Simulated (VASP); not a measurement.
Calculation: PBEsol GGA, VASP's PBE PAW potentials (set 64) (plane waves; VASP 6.6.1).

VASP input:

File KPOINTS:
```
Regular mesh
0
G
12 12 5
```

### INCAR
```
SYSTEM=SnO
PREC=Accurate; ENCUT=620; LREAL=.FALSE.
LASPH=.TRUE.
EDIFF=1E-6; NELM=100; ALGO=Normal
LMAXMIX=4
ISMEAR=1; SIGMA=0.1
GGA=PS
IBRION=2; NSW=40; ISIF=3
EDIFFG=-0.02; PSTRESS=300
LWAVE=.FALSE.; LCHARG=.FALSE.
```

### POSCAR
```
SnO
1
    3.0515676593     0.0000000000     0.0000000000
   -1.5257838295     2.6427348302     0.0000000000
    0.0000000000     0.0000000000     6.5521631270
Sn O
2 2
Direct
  0.0000000000   0.0000000000   0.0000000000
  0.0000000000   0.0000000000   0.5000000000
  0.3333330000   0.6666670000   0.2500000000
  0.6666670000   0.3333330000   0.7500000000
```

POTCAR, in this order: Sn_d O (PBE.64 set). Program: vasp_std.

The resulting files:

### OSZICAR
```
       N       E                     dE             d eps       ncg     rms          rms(c)
DAV:   1     0.430225556959E+03    0.43023E+03   -0.23278E+04  2792   0.306E+03
DAV:   2     0.351736004059E+02   -0.39505E+03   -0.38875E+03  2872   0.638E+02
DAV:   3    -0.222532685108E+02   -0.57427E+02   -0.56349E+02  3392   0.204E+02
DAV:   4    -0.242973011595E+02   -0.20440E+01   -0.20385E+01  3064   0.416E+01
DAV:   5    -0.243557455988E+02   -0.58444E-01   -0.58430E-01  3800   0.710E+00    0.101E+01
DAV:   6    -0.217707381759E+02    0.25850E+01   -0.18883E+01  4416   0.510E+01    0.548E+00
DAV:   7    -0.216073430295E+02    0.16340E+00   -0.19820E+00  3192   0.101E+01    0.201E+00
DAV:   8    -0.215836433253E+02    0.23700E-01   -0.24430E-01  3200   0.334E+00    0.606E-01
DAV:   9    -0.215750879473E+02    0.85554E-02   -0.27761E-02  4680   0.170E+00    0.130E-01
DAV:  10    -0.215754011736E+02   -0.31323E-03   -0.40995E-03  3816   0.633E-01    0.851E-02
DAV:  11    -0.215753038630E+02    0.97311E-04   -0.64304E-04  3888   0.205E-01    0.128E-02
DAV:  12    -0.215753078124E+02   -0.39494E-05   -0.53078E-05  3160   0.501E-02    0.139E-02
DAV:  13    -0.215753057629E+02    0.20494E-05   -0.52461E-06  2744   0.178E-02    0.485E-03
DAV:  14    -0.215753054734E+02    0.28955E-06   -0.40196E-07  1672   0.550E-03
   1 F= -.11681304E+02 E0= -.11681122E+02  d E =-.116813E+02
       N       E                     dE             d eps       ncg     rms          rms(c)
DAV:   1    -0.256843248494E+02   -0.41090E+01   -0.11063E+02  3344   0.156E+02    0.151E+01
DAV:   2    -0.211718842606E+02    0.45124E+01   -0.13061E+01  3712   0.535E+01    0.515E+00
DAV:   3    -0.204363130728E+02    0.73557E+00   -0.15764E+00  3768   0.345E+01    0.195E+00
DAV:   4    -0.203291955618E+02    0.10712E+00   -0.36415E-01  4104   0.112E+01    0.376E-01
DAV:   5    -0.203216509635E+02    0.75446E-02   -0.61002E-02  3448   0.262E+00    0.181E-01
DAV:   6    -0.203214145821E+02    0.23638E-03   -0.15928E-03  4240   0.504E-01    0.147E-01
DAV:   7    -0.203213382800E+02    0.76302E-04   -0.14590E-03  3952   0.604E-01    0.602E-02
DAV:   8    -0.203212952902E+02    0.42990E-04   -0.25428E-04  3128   0.160E-01    0.443E-02
DAV:   9    -0.203212842955E+02    0.10995E-04   -0.58092E-05  4024   0.894E-02    0.516E-03
DAV:  10    -0.203212838572E+02    0.43833E-06   -0.67991E-06  3696   0.203E-02
   2 F= -.11540014E+02 E0= -.11540118E+02  d E =0.141290E+00
       N       E                     dE             d eps       ncg     rms          rms(c)
DAV:   1    -0.231869084066E+02   -0.28656E+01   -0.48919E+01  3240   0.134E+02    0.885E+00
DAV:   2    -0.215770238357E+02    0.16099E+01   -0.48475E+00  3448   0.280E+01    0.315E+00
DAV:   3    -0.212710662398E+02    0.30596E+00   -0.63065E-01  3584   0.163E+01    0.118E+00
DAV:   4    -0.212255026009E+02    0.45564E-01   -0.14909E-01  3760   0.653E+00    0.165E-01
DAV:   5    -0.212215688815E+02    0.39337E-02   -0.20879E-02  3576   0.170E+00    0.107E-01
DAV:   6    -0.212212230233E+02    0.34586E-03   -0.65974E-04  4304   0.330E-01    0.799E-02
DAV:   7    -0.212210750425E+02    0.14798E-03   -0.24845E-04  3720   0.308E-01    0.856E-03
DAV:   8    -0.212210789305E+02   -0.38880E-05   -0.67182E-05  3048   0.747E-02    0.861E-03
DAV:   9    -0.212210796241E+02   -0.69356E-06   -0.34277E-06  2568   0.294E-02
   3 F= -.11755128E+02 E0= -.11754965E+02  d E =-.738242E-01
       N       E                     dE             d eps       ncg     rms          rms(c)
DAV:   1    -0.212129668689E+02    0.81121E-02   -0.67037E-03  3280   0.139E+00    0.109E-01
DAV:   2    -0.212127244226E+02    0.24245E-03   -0.74010E-04  3520   0.345E-01    0.379E-02
DAV:   3    -0.212126821678E+02    0.42255E-04   -0.90256E-05  3688   0.212E-01    0.150E-02
DAV:   4    -0.212126763351E+02    0.58327E-05   -0.21606E-05  3656   0.814E-02    0.234E-03
DAV:   5    -0.212126769347E+02   -0.59962E-06   -0.29992E-06  2352   0.218E-02
   4 F= -.11755158E+02 E0= -.11754995E+02  d E =-.738541E-01
       N       E                     dE             d eps       ncg     rms          rms(c)
DAV:   1    -0.212315558555E+02   -0.18880E-01   -0.23149E+00  3144   0.144E+01    0.156E+00
DAV:   2    -0.211855716878E+02    0.45984E-01   -0.14762E-01  3272   0.466E+00    0.788E-01
DAV:   3    -0.211704735744E+02    0.15098E-01   -0.21350E-02  3832   0.268E+00    0.360E-01
DAV:   4    -0.211671497806E+02    0.33238E-02   -0.79686E-03  4256   0.130E+00    0.666E-02
DAV:   5    -0.211671954641E+02   -0.45683E-04   -0.19761E-03  3392   0.602E-01    0.337E-02
DAV:   6    -0.211671805393E+02    0.14925E-04   -0.13718E-04  3888   0.120E-01    0.155E-02
DAV:   7    -0.211671806575E+02   -0.11815E-06   -0.12086E-05  4072   0.454E-02    0.280E-03
DAV:   8    -0.211671806898E+02   -0.32326E-07   -0.10707E-06  1680   0.157E-02
   5 F= -.11767292E+02 E0= -.11767284E+02  d E =-.121337E-01
       N       E                     dE             d eps       ncg     rms          rms(c)
DAV:   1    -0.211558430812E+02    0.11338E-01   -0.23674E-01  3104   0.468E+00    0.493E-01
DAV:   2    -0.211511437987E+02    0.46993E-02   -0.14687E-02  3328   0.157E+00    0.252E-01
DAV:   3    -0.211495631306E+02    0.15807E-02   -0.22802E-03  3784   0.878E-01    0.108E-01
DAV:   4    -0.211492747823E+02    0.28835E-03   -0.76524E-04  4184   0.375E-01    0.201E-02
DAV:   5    -0.211492798944E+02   -0.51121E-05   -0.16908E-04  3312   0.172E-01    0.922E-03
DAV:   6    -0.211492793098E+02    0.58458E-06   -0.92558E-06  3336   0.311E-02
   6 F= -.11768126E+02 E0= -.11768151E+02  d E =-.129674E-01
```

### OUTCAR
```
------------------------ aborting loop because EDIFF is reached ----------------------------------------
  FORCE on cell =-STRESS in cart. coord.  units (eV):
  Direction    XX          YY          ZZ          XY          YZ          ZX
  --------------------------------------------------------------------------------------
  Total        9.3893275      9.3893248      9.3935242      0.0000000      0.0000000      0.0000000
  in kB      300.2613925    300.2613060    300.3955983      0.0000000      0.0000000      0.0000000
  external PRESSURE =       0.3060989 kB  Pullay stress =     300.0000000 kB
  volume of cell :       50.10
      direct lattice vectors                 reciprocal lattice vectors
     2.975304340  0.000000000  0.000000000     0.336100071  0.194047494  0.000000000
    -1.487652170  2.576688771  0.000000000    -0.000000000  0.388094989  0.000000000
    -0.000000000 -0.000000000  6.535099677    -0.000000000 -0.000000000  0.153019854
 POSITION                                       TOTAL-FORCE (eV/Angst)
 -----------------------------------------------------------------------------------
     -1.48765      2.57669      0.00000         0.000000     -0.000000     -0.000000
     -1.48765      2.57669      3.26755        -0.000000     -0.000000     -0.000000
     -0.00000      1.71779      1.63377         0.000000      0.000000      0.000000
      1.48765      0.85890      4.90132        -0.000000     -0.000000     -0.000000
 -----------------------------------------------------------------------------------
    total drift:                               -0.000000      0.000000      0.000000
  FREE ENERGIE OF THE ION-ELECTRON SYSTEM (eV)
  ---------------------------------------------------
  free  energy   TOTEN  =       -21.1492793098 eV

  energy  without entropy=      -21.1493557372  energy(sigma->0) =      -21.14930479
  enthalpy is  TOTEN    =       -11.7681256609 eV   P V=        9.3811536489

 reached required accuracy - stopping structural energy minimisation
```
(Selected blocks of OUTCAR.)

**CONTCAR**
```
SnO
   1.00000000000000
     2.9753043401560233    0.0000000000286993    0.0000000000000000
    -1.4876521699069063    2.5766887713754270    0.0000000000000000
    -0.0000000000000000   -0.0000000000000000    6.5350996772940126
  Sn              O
     2     2
Direct
     0.0000000000000000    1.0000000000000000    0.0000000000000000
     0.0000000000000000    1.0000000000000000    0.5000000000000000
     0.3333330000000032    0.6666669999999968    0.2500000000000000
     0.6666669999999968    0.3333330000000032    0.7500000000000000
```

Energy and stress use the plane-wave basis of the starting cell.

The structure was generated: SnO was put into the NiAs type type (P6_3/mmc), which need not be its known phase. This run relaxes it under an external pressure of 30 GPa. Symmetry was kept, so distortions that lower it aren't found.
